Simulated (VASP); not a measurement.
Runs of VASP 6.6.1 on Sn. The structure is tetragonal, space group I4_1/amd (No. 141). The conventional cell has a = 5.839 Å, b = 5.839 Å, c = 3.152 Å, α = 90.00°, β = 90.00°, γ = 90.00°. Sn (site symmetry -4m2) is surrounded by 6 Sn at 3.02 to 3.15 Å. 

| level | k mesh | cutoff (eV) | smearing | further INCAR settings | gap on the mesh (eV) | pressure (GPa) |
| --- | --- | --- | --- | --- | --- | --- |
| r2SCAN | 16 × 16 × 16 | 520 | gaussian 0.1 eV | ALGO = Normal; EDIFF = 1e-07 | none | 1.5 |
| PBEsol | 16 × 16 × 16 | 520 | gaussian 0.5 eV | ALGO = Fast; EDIFF = 1e-07 | none | (a) |
| PBEsol | 16 × 16 × 16 | 700 | gaussian 0.1 eV | ALGO = Fast; EDIFF = 1e-07 | none | 0.0 |
| PBEsol | 16 × 16 × 16 | 900 | gaussian 0.1 eV | ALGO = Fast; EDIFF = 1e-07 | none | 0.0 |
| PBEsol | 22 × 22 × 22 | 520 | gaussian 0.1 eV | ALGO = Fast; EDIFF = 1e-07 | none | 0.0 |

Alike in all rows: task single point; potentials or basis VASP PAW PBE potentials, release 64 (Sn_d); no spin polarisation; cell as given.

Task: Fill in the values left out.

Result: (a) 0.2.

Caveats: the PAW data sets were made with another functional, which shifts forces and pressure a little.

A k mesh can miss the band edges, and the runs leave out spin-orbit coupling on Sn.

A gap of «none» marks a metal or a gap under the smearing width.

Not every run made on this cell is shown here.
